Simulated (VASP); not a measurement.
F2CH2: single point with BLYP+D3(BJ)

F2CH2, in a box:

```
F C H
1.0
    12.00000    0.00000    0.00000
     0.00000   11.00000    0.00000
     0.00000    0.00000   11.00000
F C H
2 1 2
Direct
  0.41092 0.52241 0.56648
  0.59124 0.48874 0.56783
  0.50121 0.50350 0.49551
  0.48847 0.42022 0.44304
  0.51414 0.58360 0.43835
```

| Item | Value |
| --- | --- |
| Program | VASP 6.6.1 |
| Task | single point |
| Functional | BLYP |
| Dispersion | D3(BJ) |
| Potentials or basis | VASP PAW PBE potentials, release 64 (F, C, H) |
| Cutoff | 520 eV |
| k mesh | 1 × 1 × 1 |
| Occupations | gaussian, width 0.01 eV |
| Spin | no spin polarisation |
| Further INCAR settings | ALGO = Normal; EDIFF = 1e-06; NBANDS = 18 |

- Largest force: 1.536 eV/Å
- Gap between the frontier levels: 7.59 eV
- Dispersion energy per atom: -0.016 eV

Forces in eV/Å, atoms in the order of the input:
```
F   -1.259  0.240  0.845
F    1.256 -0.190  0.863
C    0.004 -0.040 -1.487
H   -0.024 -0.140 -0.107
H    0.023  0.131 -0.113
```

Levels at points of the mesh, in eV from the valence-band top:
```csv
k point,band 6,band 7,band 8,band 9,band 10,band 11,band 12,band 13,band 14,band 15
"(0.00, 0.00, 0.00)",-5.25,-1.87,-1.80,-1.42,0.00,7.59,8.38,8.51,8.65,8.71
```

Run time: 2.5 min on 1 thread of AMD EPYC 9R45 96-Core Processor (Zen 5) (shared host), peak memory 1 GiB.

Caveat: the PAW data sets were made with another functional, which shifts forces and pressure a little. A hybrid or GW would open this gap; BLYP tends to underestimate it.
